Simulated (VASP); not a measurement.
Output of a VASP run:

### OUTCAR
```
 ion  position               nearest neighbor table
   1  0.000  0.000  0.000-   3 2.69   3 2.69   3 2.69   2 2.69   2 2.69   2 2.69   3 2.69   2 2.69
  LATTYP: Found a face centered cubic cell.
 ALAT       =     6.2138540000
 Subroutine PRICEL returns:
 Original cell was already a primitive cell.
 Subroutine GETGRP returns: Found 48 space group operations
The static configuration has the point symmetry O_h .
The dynamic configuration has the point symmetry O_h .
 Subroutine INISYM returns: Found 48 space group operations
 Subroutine IBZKPT returns following result:
 Found     10 irreducible k-points:

 Following reciprocal coordinates:
            Coordinates               Weight
  0.000000  0.000000  0.000000      1.000000
  0.200000  0.000000  0.000000      8.000000
  0.400000  0.000000  0.000000      8.000000
  0.200000  0.200000  0.000000      6.000000
  0.400000  0.200000  0.000000     24.000000
 -0.400000  0.200000  0.000000     24.000000
 -0.200000  0.200000  0.000000     12.000000
  0.400000  0.400000  0.000000      6.000000
 -0.400000  0.400000  0.000000     12.000000
 -0.400000  0.400000  0.200000     24.000000
   k-points           NKPTS =     10   k-points in BZ     NKDIM =     10   number of bands    NBANDS=     24
   number of dos      NEDOS =    301   number of ions     NIONS =      3
   total plane-waves  NPLWV =  21952
   dimension x,y,z NGX =    28 NGY =   28 NGZ =   28
   dimension x,y,z NGXF=    56 NGYF=   56 NGZF=   56
   ions per type =               1   2
   PREC   = accura    normal or accurate (medium, high low for compatibility)
   ISTART =      0    job   : 0-new  1-cont  2-samecut
   ICHARG =      2    charge: 1-file 2-atom 10-const
   ISPIN  =      1    spin polarized calculation?
   LNONCOLLINEAR =      F non collinear calculations
   LSORBIT =      F    spin-orbit coupling
   INIWAV =      1    electr: 0-lowe 1-rand  2-diag
   ENCUT  =  300.0 eV  22.05 Ry    4.70 a.u.   6.21  6.21  6.21*2*pi/ulx,y,z
   NELM   =    100;   NELMIN=  2; NELMDL= -5     # of ELM steps
   EDIFF  = 0.1E-05   stopping-criterion for ELM
   LREAL  =      F    real-space projection
   NLSPLINE    = F    spline interpolate recip. space projectors
   LMAXMIX     =    4 max onsite mixed and CHGCAR
   VOSKOWN=      0    Vosko Wilk Nusair interpolation
   EDIFFG = 0.1E-04   stopping-criterion for IOM
   NSW    =      0    number of steps for IOM
   NBLOCK =      1;   KBLOCK =      1    inner block; outer block
   IBRION =     -1    ionic relax: 0-MD 1-quasi-New 2-CG
   NFREE  =      0    steps in history (QN), initial steepest desc. (CG)
   ISIF   =      2    stress and relaxation
   ISYM   =      2    0-nonsym 1-usesym 2-fastsym
   TEIN   =    0.0    initial temperature
   TEBEG  =    0.0;   TEEND  =   0.0 temperature during run
   SMASS  =  -3.00    Nose mass-parameter (am)
   PSTRESS=    0.0 pullay stress
   NELECT =      41.0000    total number of electrons
   EFERMI =   0.00;   METHOD = LEGACY
   ISMEAR =    -1;   SIGMA  =   0.14  broadening in eV -4-tet -1-fermi 0-gaus
   IALGO  =     38    algorithm
   LDIAG  =      T    sub-space diagonalisation (order eigenvalues)
   IMIX   =      4    mixing-type and parameters
     AMIX     =   0.40;   BMIX     =  1.00
     AMIX_MAG =   1.60;   BMIX_MAG =  1.00
     AMIN     =   0.10
   GGA     = PE    functional components
   VOSKOWN =     0    Vosko Wilk Nusair interpolation
   LHFCALC =     F    Hartree Fock is set to
   LHFONE  =     F    Hartree Fock one center treatment
   AEXX    =    0.0000 exact exchange contribution
   IVDW    =     0    specifies the selected vdW correction
   LEPSILON=     F    determine dielectric tensor
   LRPA    =     F    only Hartree local field effects (RPA)
  energy-cutoff  :      300.00
  volume of cell :       59.98
      direct lattice vectors                 reciprocal lattice vectors
     0.000000000  3.106927000  3.106927000    -0.160930720  0.160930720  0.160930720
     3.106927000  0.000000000  3.106927000     0.160930720 -0.160930720  0.160930720
     3.106927000  3.106927000  0.000000000     0.160930720  0.160930720 -0.160930720
 k-point     1 :   0.0000 0.0000 0.0000  plane waves:     725
...
```

**OSZICAR**
```
       N       E                     dE             d eps       ncg     rms          rms(c)
DAV:   1     0.326905275866E+03    0.32691E+03   -0.16893E+04   560   0.299E+03
DAV:   2     0.170354513412E+02   -0.30987E+03   -0.30694E+03   504   0.630E+02
DAV:   3    -0.180026977734E+02   -0.35038E+02   -0.34782E+02   600   0.162E+02
DAV:   4    -0.188487752764E+02   -0.84608E+00   -0.84562E+00   544   0.275E+01
DAV:   5    -0.188653421042E+02   -0.16567E-01   -0.16567E-01   608   0.402E+00    0.115E+01
DAV:   6    -0.187552866826E+02    0.11006E+00   -0.44187E+00   528   0.923E+00    0.377E+00
DAV:   7    -0.185865883712E+02    0.16870E+00   -0.18615E+00   552   0.655E+00    0.423E+00
DAV:   8    -0.185536842847E+02    0.32904E-01   -0.19234E-01   520   0.329E+00    0.284E-01
DAV:   9    -0.185538376754E+02   -0.15339E-03   -0.21395E-02   616   0.160E+00    0.182E-01
DAV:  10    -0.185536288418E+02    0.20883E-03   -0.57093E-03   576   0.388E-01    0.712E-02
DAV:  11    -0.185536886641E+02   -0.59822E-04   -0.36147E-04   536   0.128E-01    0.184E-02
DAV:  12    -0.185536915038E+02   -0.28397E-05   -0.93039E-06   488   0.209E-02    0.652E-03
DAV:  13    -0.185536934133E+02   -0.19095E-05   -0.11658E-05   448   0.133E-02    0.277E-03
DAV:  14    -0.185536934303E+02   -0.17087E-07   -0.64827E-07   336   0.463E-03
   1 F= -.18553693E+02 E0= -.18469531E+02  d E =-.168326E+00
```

File OUTCAR:
```
------------------------ aborting loop because EDIFF is reached ----------------------------------------
  FORCE on cell =-STRESS in cart. coord.  units (eV):
  Direction    XX          YY          ZZ          XY          YZ          ZX
  --------------------------------------------------------------------------------------
  Total       -4.5844598     -4.5844598     -4.5844598      0.0000000     -0.0000000      0.0000000
  in kB     -122.4547409   -122.4547409   -122.4547409      0.0000000     -0.0000000      0.0000000
  external PRESSURE =    -122.4547409 kB  Pullay stress =       0.0000000 kB
  volume of cell :       59.98
      direct lattice vectors                 reciprocal lattice vectors
     0.000000000  3.106927000  3.106927000    -0.160930720  0.160930720  0.160930720
     3.106927000  0.000000000  3.106927000     0.160930720 -0.160930720  0.160930720
     3.106927000  3.106927000  0.000000000     0.160930720  0.160930720 -0.160930720
 POSITION                                       TOTAL-FORCE (eV/Angst)
 -----------------------------------------------------------------------------------
      0.00000      0.00000      0.00000         0.000000      0.000000      0.000000
      1.55346      1.55346      1.55346        -0.000000     -0.000000      0.000000
      4.66039      4.66039      4.66039         0.000000      0.000000     -0.000000
 -----------------------------------------------------------------------------------
    total drift:                                0.000000      0.000000      0.000000
  FREE ENERGIE OF THE ION-ELECTRON SYSTEM (eV)
  ---------------------------------------------------
  free  energy   TOTEN  =       -18.5536934303 eV

  energy  without entropy=      -18.3853676994  energy(sigma->0) =      -18.46953056
```
(Selected blocks of OUTCAR.)

**POSCAR**
```
TcGe2
1
    0.0000000000     3.1069270000     3.1069270000
    3.1069270000     0.0000000000     3.1069270000
    3.1069270000     3.1069270000     0.0000000000
Tc Ge
1 2
Direct
  0.0000000000   0.0000000000   0.0000000000
  0.2500000000   0.2500000000   0.2500000000
  0.7500000000   0.7500000000   0.7500000000
```

Write an INCAR and KPOINTS that could have produced this output.

This is not unique; one that fits is the input of the run itself, PBE GGA, plane waves, VASP's PBE PAW potentials (set 64).

### KPOINTS
```
kpoints
0
Gamma
  5 5 5
```

### INCAR
```
ALGO = Normal
EDIFF = 1E-6
ENCUT = 300
GGA = PE
ISIF = 2
ISMEAR = -1
LASPH = .TRUE.
LCHARG = .FALSE.
LMAXMIX = 4
LREAL = .FALSE.
LWAVE = .FALSE.
NELM = 100
PREC = Accurate
SIGMA = 0.136
SYSTEM = TcGe2
```

POTCAR, in this order: Tc_pv Ge_d (PBE.64 set). Program: vasp_std.

At this cut-off the stress carries a Pulay error, which pulls relaxed volumes low.

The structure was generated: TcGe2 was put into an ordered model structure, which need not be its known phase. The cell was not relaxed at this level. The k-mesh is coarse (spacing up to 0.35 per Å, 2π included), so the numbers may not be converged in it. The electron count is odd and the run is not spin-polarised, which forces a metal.
